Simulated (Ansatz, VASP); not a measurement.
# BP in two plane-wave programs

Wanted: the spread between two codes on one cell, functional and k mesh. The cell is taken from a series of runs on this material, whose earlier steps may have relaxed, scaled, displaced or heated it; both programs get it as it stands.

Main program and level: Ansatz 0.2.0; plane waves, with VASP 6.6.1 beside it; zone-centre phonons at PBE.

### Step 1. Starting point

Symmetry: F-43m, No. 216, cubic system. The conventional cell has a = 4.391 Å, b = 4.391 Å, c = 4.391 Å, α = 90.00°, β = 90.00°, γ = 90.00°. Nearest to B lie 4 P at 1.90 Å. Nearest to P lie 4 B at 1.90 Å. Farther neighbours are not listed.

### Step 2. Ansatz: zone-centre phonons, PBE, pair 1

Ansatz runs on its PAW soft_1 files.

Second derivatives magnify differences that forces hide, and they need a tight electronic threshold.

File input.yaml:

```yaml
crystal:
  lattice:
    - [0.0, 2.1956246733, 2.1956246733]
    - [2.1956246733, 0.0, 2.1956246733]
    - [2.1956246733, 2.1956246733, 0.0]
  atoms:
    - { symbol: B, position: [0.0, 0.0, 0.0] }
    - { symbol: P, position: [0.75, 0.75, 0.75] }
kpoints:
  mp_grid: { grid: [12, 12, 12] }
hamiltonian:
  xc: pbe
  pseudopotentials: { kind: paw, azcp: { folder: soft_1 } }
scf:
  occupations: { method: fixed }
output:
  eigenvalues: true
phonons:
  method: dfpt
  dielectric: true
  rigid_motions: translations
```

On the command line:

```sh
> ansatz run input.yaml --threads 4 --pin off --max-ram 10240MiB --backend cpu --events-out ev --progress --plain --runs-dir out
```

Numbers of over 12 decimals in the logs are rounded to 6 here.

Log:

```text
Engine: ansatz 0.2.0, x86_64-unknown-linux-gnu
Pseudopotentials: kind: paw
Pseudopotential: B, paw, valence charge 3, recommended cutoff 420 eV (normal), soft_1/B.paw.azcp
Pseudopotential: P, paw, valence charge 5, recommended cutoff 420 eV (normal), soft_1/P.paw.azcp
Functional definition: PBE
  parameter kappa = 0.804
  parameter beta = 0.066725
  exchange = pbe_x(kappa = kappa, mu = beta*pi^2/3)
  correlation = pbe_c(beta = beta)
Crystal: 2 atoms, lattice volume = 21.169 Å³
Basis set: ecut = 420 eV, 411 PW (Γ), exchange–correlation on 48×48×48 points (8 copies of the dense FFT grid, shifted against one another)
Bands: 8, of which v1, the nominal top of the filled ones, is band 4 counted from 1 (3 counted from 0)
Symmetry: 24 space group operations
k-points: 280 of 1728 (irreducible under 4 space group operations, time reversal used)
Non-local potential: B, projectors of the file, l = 0: 2, l = 1: 2, l = 2: 1
Non-local potential: P, projectors of the file, l = 0: 2, l = 1: 2, l = 2: 1
PAW form: soft (Blöchl's): semilocal exchange-correlation on the pseudo side does not see the compensation charge
PAW one-centre angular grid: B, 110 points (default); XC on 64 Gauss nodes
PAW one-centre angular grid: P, 110 points (default); XC on 64 Gauss nodes
Initial density: superposition of atomic densities (chi_scale 0.1, normalization cell, long waves kept (reshape's long-wave potential 0.00 eV rms))
Initial wavefunctions: pseudopotential atomic-orbital guess
Functional: x = pbe(κ = 0.804, μ = 0.219515), c = pbe(β = 0.066725)
SCF iter   1: F=—  HF=-913.235047 eV  |F-HF|=—  |Δ(HF+E_count)|=         —  Δρ=1.08e-1  dr2=2.70e0  ethr=3.10e-3  ⟨swp⟩=4.9  Hψ=16181  notcnv=0  defer=532
preconditioner: auto → none  [insulator: Δε(μ)=1.990 eV  Ē_g=13.749 eV  n_scr=0 (ndim 8)  ℏωp=22.8 eV  f_vac=0.000  ε∞_Penn≈3.8]
SCF iter   2: F=—  HF=-912.353338 eV  |F-HF|=—  |Δ(HF+E_count)|=   8.82e-1  Δρ=3.27e-2  dr2=1.64e-1  ethr=3.10e-3  ⟨swp⟩=2.5  Hψ=6302  notcnv=0  defer=517
SCF iter   3: F=—  HF=-912.310699 eV  |F-HF|=—  |Δ(HF+E_count)|=   4.26e-2  Δρ=1.19e-2  dr2=1.88e-2  ethr=2.04e-3  ⟨swp⟩=3.0  Hψ=3943  notcnv=0  defer=535
SCF iter   4: F=—  HF=-912.307530 eV  |F-HF|=—  |Δ(HF+E_count)|=   3.17e-3  Δρ=1.61e-3  dr2=2.56e-4  ethr=2.35e-4  ⟨swp⟩=3.0  Hψ=3893  notcnv=0  defer=545
SCF iter   5: F=—  HF=-912.307576 eV  |F-HF|=—  |Δ(HF+E_count)|=   4.62e-5  Δρ=9.61e-5  dr2=1.07e-6  ethr=3.20e-6  ⟨swp⟩=2.9  Hψ=3778  notcnv=0  defer=545
SCF iter   6: F=—  HF=-912.307577 eV  |F-HF|=—  |Δ(HF+E_count)|=   9.24e-7  Δρ=1.36e-5  dr2=1.88e-8  ethr=1.34e-8  ⟨swp⟩=2.3  Hψ=3303  notcnv=0  defer=482
SCF iter   7: F=—  HF=-912.307577 eV  |F-HF|=—  |Δ(HF+E_count)|=   2.70e-8  Δρ=7.50e-7  dr2=1.28e-10  ethr=2.35e-10  ⟨swp⟩=2.0  Hψ=3336  notcnv=0  defer=482
SCF iter   8: F=-912.307577 eV  HF=-912.307577 eV  |F-HF|=7.96e-13  |Δ(HF+E_count)|=  3.18e-12  Δρ=5.74e-8  dr2=5.82e-13  ethr=1.25e-12  ⟨swp⟩=9.5  Hψ=16201  notcnv=0
SCF 1 converged in 8 iterations: F = -912.307577 eV  dr2 = 5.82e-13
  greatest PAW one-centre occupation: 0.771 electrons in one spin orbital (limit 2), on the P atom at site 1 (counted from 0), in its partial waves of l = 0
NSCF: frozen V_eff on 1 k-points
DFPT response loops at Γ: preconditioner auto → none (the input reference at scf.mixing.eps_inf says where Resta's filter doesn't serve); β = 0.50; Broyden in place of MSR1
── the response to a field inside a basis, on 12×12×12 k-points: an SCF that follows is theirs, and a resumed run solves both again ──
Bands: 5, of which v1, the nominal top of the filled ones, is band 4 counted from 1 (3 counted from 0)
k-points: 182 of 1728 (irreducible under 6 space group operations, time reversal used)
Initial density: handed on by an earlier stage of this run
Initial wavefunctions: pseudopotential atomic-orbital guess (no wavefunctions were taken with the density)
Eigensolver: Dense (182 Hₖ)
SCF iter   1: F=—  HF=-912.307652 eV  |F-HF|=—  |Δ(HF+E_count)|=         —  Δρ=1.13e-4  dr2=3.53e-7  ethr=1.00e-1
preconditioner: auto → none  [insulator: Δε(μ)=1.257 eV  Ē_g=10.337 eV  n_scr=0 (ndim 8)  ℏωp=22.8 eV  f_vac=0.000  ε∞_Penn≈5.9]
SCF iter   2: F=-912.307654 eV  HF=-912.307653 eV  |F-HF|=4.19e-7  |Δ(HF+E_count)|=   1.21e-6  Δρ=5.79e-5  dr2=9.49e-8  ethr=4.42e-9
SCF 1 converged in 2 iterations: F = -912.307654 eV  dr2 = 9.49e-8
DFPT response loops at Γ: mixed as the last ones told, above
SCF converged after 8 iterations
Free energy (F): -912.307577 eV
Harris-Foulkes:  -912.307577 eV  (|F-HF|=7.96e-13)
Internal energy: -912.307577 eV  (E = F + TS)
E sigma→0 (E₀):  -912.307577 eV
Fermi energy:    10.634924 eV
--- Per-component energies (eV) ---
  E_band       = 30.023517
  E_kinetic    = 125.864349
  E_local      = -54.339099  (includes V_loc(G=0)·N_el)
  E_nonlocal   = 40.335492
  E_hartree    = 15.964486
  E_xc         = -108.575516
  E_vxc        = -103.363192  (∫ρ·V_xc dr)
  E_paw        = -636.524969  (= ΣΔE_a)
  E_vpaw       = -10.403015  (= ΣTr[D̂ρ^β])
  E_aug_tail   = 0.000006  (compensation charges beyond the density's cutoff)
  E_ewald      = -295.032326
  E_smearing   = -0.000000  (= −TS)
  E_closure    = 0.000000  (closes the sum)
  Σ components = -912.307577   (vs F -912.307577, Δ=0.00e0)
--- Band table (eV; the first three rows and the last of 280) ---
  k-point 0: bands = ["-5.7259", "10.6349", "10.6349", "10.6349", "14.2079", "14.2079", "14.2079", "19.5465"]
  k-point 1: bands = ["-5.5903", "9.6229", "10.4037", "10.4037", "14.5284", "14.5284", "14.6240", "19.8378"]
  k-point 2: bands = ["-5.1864", "7.6331", "9.9196", "9.9196", "15.0281", "15.1749", "15.1749", "20.5224"]
  k-point 279: bands = ["0.0252", "2.1687", "4.3822", "4.5813", "15.9344", "17.6267", "18.4842", "18.6586"]
--- Phonons (Γ-DFPT): 2 representative perturbations + reference, on 280 of 1728 k-points (Σ response iterations 6) ---
  k mesh reduced under 4 symmetry operations, with k and −k counted as one. Each operation leaves every solved perturbation unchanged. A smaller set is not considered because the run solves the response to a homogeneous field
  ASR residual: 1.636e-5 → 0.000e0 eV/Å²; symmetrization residual: 3.380e-7 eV/Å²
  ASR residual per site (eV/Å²): 1.64e-5 2.94e-6
  Γ frequencies (cm⁻¹): 0.00 0.00 0.00 887.67 887.67 887.67
  ε∞ (high-frequency dielectric tensor):
        9.139954    -0.000000    -0.000000
       -0.000000     9.139954     0.000000
       -0.000000     0.000000     9.139954
  ε⁰ (static dielectric tensor: ions relaxed, cell fixed):
        9.400667     0.000000    -0.000000
        0.000000     9.400667     0.000000
       -0.000000     0.000000     9.400667
  ε⁰ − ε∞ (ionic part):
        0.260713     0.000000    -0.000000
        0.000000     0.260713    -0.000000
       -0.000000    -0.000000     0.260713
  softest optical mode at Γ: 887.67 cm⁻¹; the repairs (sum rule, projections) moved no ω² at Γ by more than (0.68 cm⁻¹)²
  Born effective charges Z* (e; rows j = field, columns β = displacement):
    site 0:
        -0.84155   -0.00000   -0.00000
        -0.00000   -0.84155   -0.00000
         0.00000   -0.00000   -0.84155
    site 1:
         0.84155    0.00000    0.00000
         0.00000    0.84155    0.00000
        -0.00000    0.00000    0.84155
  Z* charge neutrality: 1.394e-4 e pre-enforcement
  solved inside a basis spanned on kpoints, on 12×12×12 k-points, its susceptibility summed on 16×16×16: ε∞ is read to err by 2.6e-2, Z* by 5.4e-3 e (field_mesh: kpoints solves on kpoints); Z* is corrected for what the basis lacks
  optical modes at Γ without the LO–TO term, one row a degenerate level:
      ω (cm⁻¹)  modes    IR ((D/Å)²/amu)
        887.67      3             6.1170
  optical modes at Γ + LO–TO along q̂ = [1.0000, 0.0000, 0.0000]:
      ω (cm⁻¹)  modes    IR ((D/Å)²/amu)
        887.67      2             4.0780
        900.25      1             2.0390
  optical modes at Γ + LO–TO along q̂ = [0.0000, 1.0000, 0.0000]:
      ω (cm⁻¹)  modes    IR ((D/Å)²/amu)
        887.67      2             4.0780
        900.25      1             2.0390
  optical modes at Γ + LO–TO along q̂ = [0.0000, 0.0000, 1.0000]:
      ω (cm⁻¹)  modes    IR ((D/Å)²/amu)
        887.67      2             4.0780
        900.25      1             2.0390
```

(Continued in part 2 of 3.)

[Lines on the potential files, build, host, timing and source positions are cut from VASP's logs without a mark.]

[Logs are printed without paths, hosts, clocks, repeated set-up lines and the standing remarks that a program may print on its own settings, such as how far it seeks lower states.]

[Hosts, paths, dates, database ids (printed as entryN), source tags and the programs' standing remarks are cut or masked in the printed files.]
